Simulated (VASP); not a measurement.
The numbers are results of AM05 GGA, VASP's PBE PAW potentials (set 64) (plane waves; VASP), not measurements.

A VASP calculation is set up with these files.

**POSCAR**
```
CrO2
1
    4.3945662227     0.0000000000     0.0000000000
   -0.0000000000     4.3945662227     0.0000000000
    0.0000000000     0.0000000000     2.8918071614
Cr O
2 4
Direct
  0.0000000000   0.0000000000   0.0000000000
  0.5000000000   0.5000000000   0.5000000000
  0.3035336593   0.3035336593   0.0000000000
  0.8035336593   0.1964663407   0.5000000000
  0.1964663407   0.8035336593   0.5000000000
  0.6964663407   0.6964663407   0.0000000000
```

**INCAR**
```
SYSTEM = CrO2
PREC = Accurate
ENCUT = 520
EDIFF = 1E-6
NELM = 100
ALGO = Normal
LREAL = .FALSE.
LASPH = .TRUE.
ISMEAR = 1
SIGMA = 0.1
GGA = AM
LMAXMIX = 4
ISPIN = 2
MAGMOM = 2.5 2.5 0.0 0.0 0.0 0.0
LORBIT = 10
LWAVE = .FALSE.
LCHARG = .FALSE.
IBRION = 2
ISIF = 3
NSW = 60
EDIFFG = -0.02
```

### KPOINTS
```
Automatic mesh
0
Gamma
6 6 10
0 0 0
```

POTCAR, in this order: Cr_pv O (PBE.64 set). Program: vasp_std.

Output of the run:

OSZICAR:
```
       N       E                     dE             d eps       ncg     rms          rms(c)
DAV:   1     0.607040729745E+03    0.60704E+03   -0.26553E+04  7440   0.173E+03
DAV:   2    -0.262585200398E+01   -0.60967E+03   -0.56676E+03  8205   0.515E+02
DAV:   3    -0.649404875485E+02   -0.62315E+02   -0.60967E+02  8431   0.167E+02
DAV:   4    -0.664637507139E+02   -0.15233E+01   -0.14957E+01  8858   0.254E+01
DAV:   5    -0.664984695788E+02   -0.34719E-01   -0.34696E-01  9108   0.377E+00    0.433E+01
DAV:   6    -0.586341363963E+02    0.78643E+01   -0.11812E+02  8483   0.979E+01    0.358E+01
DAV:   7    -0.539481958976E+02    0.46859E+01   -0.78034E+01  8779   0.960E+01    0.194E+01
DAV:   8    -0.519438789271E+02    0.20043E+01   -0.60485E+00  8153   0.230E+01    0.711E+00
DAV:   9    -0.515587561827E+02    0.38512E+00   -0.14115E+00  9688   0.115E+01    0.212E+00
DAV:  10    -0.515736557832E+02   -0.14900E-01   -0.16721E-01  8298   0.344E+00    0.135E+00
DAV:  11    -0.515746976074E+02   -0.10418E-02   -0.22563E-02  9553   0.152E+00    0.608E-01
DAV:  12    -0.515726091850E+02    0.20884E-02   -0.69144E-03 10271   0.848E-01    0.221E-01
DAV:  13    -0.515725611896E+02    0.47995E-04   -0.89470E-04  8987   0.310E-01    0.929E-02
DAV:  14    -0.515725197317E+02    0.41458E-04   -0.23248E-04  8937   0.104E-01    0.452E-02
DAV:  15    -0.515725288496E+02   -0.91179E-05   -0.24877E-05  9068   0.403E-02    0.236E-02
DAV:  16    -0.515725258825E+02    0.29671E-05   -0.75460E-06  7933   0.313E-02    0.722E-03
DAV:  17    -0.515725257790E+02    0.10351E-06   -0.29838E-06  6671   0.154E-02
   1 F= -.51572526E+02 E0= -.51572875E+02  d E =-.515725E+02  mag=     4.0001
       N       E                     dE             d eps       ncg     rms          rms(c)
DAV:   1    -0.515741469490E+02   -0.16211E-02   -0.66466E-02  7440   0.201E+00    0.306E-01
DAV:   2    -0.515732795098E+02    0.86744E-03   -0.37403E-03  8724   0.698E-01    0.248E-01
DAV:   3    -0.515729763414E+02    0.30317E-03   -0.12215E-03  9271   0.394E-01    0.127E-01
DAV:   4    -0.515728227543E+02    0.15359E-03   -0.68100E-04 10234   0.207E-01    0.126E-01
DAV:   5    -0.515728223036E+02    0.45070E-06   -0.45629E-05  8905   0.522E-02    0.735E-02
DAV:   6    -0.515728191327E+02    0.31709E-05   -0.36748E-06  8201   0.127E-02    0.600E-02
DAV:   7    -0.515728175863E+02    0.15464E-05   -0.48583E-06  6817   0.164E-02    0.111E-02
DAV:   8    -0.515728176361E+02   -0.49760E-07   -0.82831E-07  4042   0.680E-03
   2 F= -.51572818E+02 E0= -.51573142E+02  d E =-.291857E-03  mag=     4.0000
```

File OUTCAR:
```
------------------------ aborting loop because EDIFF is reached ----------------------------------------
  FORCE on cell =-STRESS in cart. coord.  units (eV):
  Direction    XX          YY          ZZ          XY          YZ          ZX
  --------------------------------------------------------------------------------------
  Total        0.0184246      0.0184246     -0.0541434      0.0000000      0.0000000      0.0000000
  in kB        0.5282305      0.5282305     -1.5522796      0.0000000      0.0000000      0.0000000
  external PRESSURE =      -0.1652729 kB  Pullay stress =       0.0000000 kB
  volume of cell :       55.88
      direct lattice vectors                 reciprocal lattice vectors
     4.398976649  0.000000000  0.000000000     0.227325599 -0.000000000  0.000000000
     0.000000000  4.398976649  0.000000000    -0.000000000  0.227325599  0.000000000
     0.000000000  0.000000000  2.887903511     0.000000000  0.000000000  0.346271957
 POSITION                                       TOTAL-FORCE (eV/Angst)
 -----------------------------------------------------------------------------------
      4.39898      0.00000      0.00000         0.000000      0.000000      0.000000
      2.19949      2.19949      1.44395         0.000000      0.000000      0.000000
      1.33522      1.33522      0.00000        -0.003272     -0.003272      0.000000
      3.53471      0.86427      1.44395        -0.003272      0.003272     -0.000000
      0.86427      3.53471      1.44395         0.003272     -0.003272      0.000000
      3.06376      3.06376      0.00000         0.003272      0.003272     -0.000000
 -----------------------------------------------------------------------------------
    total drift:                                0.000000      0.000000     -0.000000
  FREE ENERGIE OF THE ION-ELECTRON SYSTEM (eV)
  ---------------------------------------------------
  free  energy   TOTEN  =       -51.5728176361 eV

  energy  without entropy=      -51.5737893262  energy(sigma->0) =      -51.57314153

 total charge

# of ion       s       p       d       tot
------------------------------------------
    1        0.367   6.495   4.081  10.943
    2        0.367   6.495   4.081  10.943
    3        1.569   3.459   0.000   5.028
    4        1.569   3.459   0.000   5.028
    5        1.569   3.459   0.000   5.028
    6        1.569   3.459   0.000   5.028
--------------------------------------------------
tot          7.010  26.826   8.162  41.998

 magnetization (x)

# of ion       s       p       d       tot
------------------------------------------
    1        0.016   0.032   2.018   2.065
    2        0.016   0.032   2.018   2.065
    3       -0.003  -0.065   0.000  -0.068
    4       -0.003  -0.065   0.000  -0.068
    5       -0.003  -0.065   0.000  -0.068
    6       -0.003  -0.065   0.000  -0.068
--------------------------------------------------
tot          0.018  -0.197   4.036   3.857

 reached required accuracy - stopping structural energy minimisation
```
(Selected blocks of OUTCAR.)

**CONTCAR**
```
CrO2
   1.00000000000000
     4.3989766493395894    0.0000000000000000    0.0000000000000000
     0.0000000000000000    4.3989766493395894    0.0000000000000000
     0.0000000000000000    0.0000000000000000    2.8879035109457734
  Cr              O
     2     4
Direct
     1.0000000000000000    0.0000000000000000    0.0000000000000000
     0.5000000000000000    0.5000000000000000    0.5000000000000000
     0.3035294786933538    0.3035294786933538    0.0000000000000000
     0.8035294786933538    0.1964705213066462    0.5000000000000000
     0.1964705213066462    0.8035294786933538    0.5000000000000000
     0.6964705213066462    0.6964705213066462    0.0000000000000000
```

The moments were started parallel, and other spin orders were not tried in this run.

The compound is CrO2 in the rutile structure. This run relaxes it. Symmetry was kept, so distortions that lower it aren't found. The start is the result of an earlier pass.
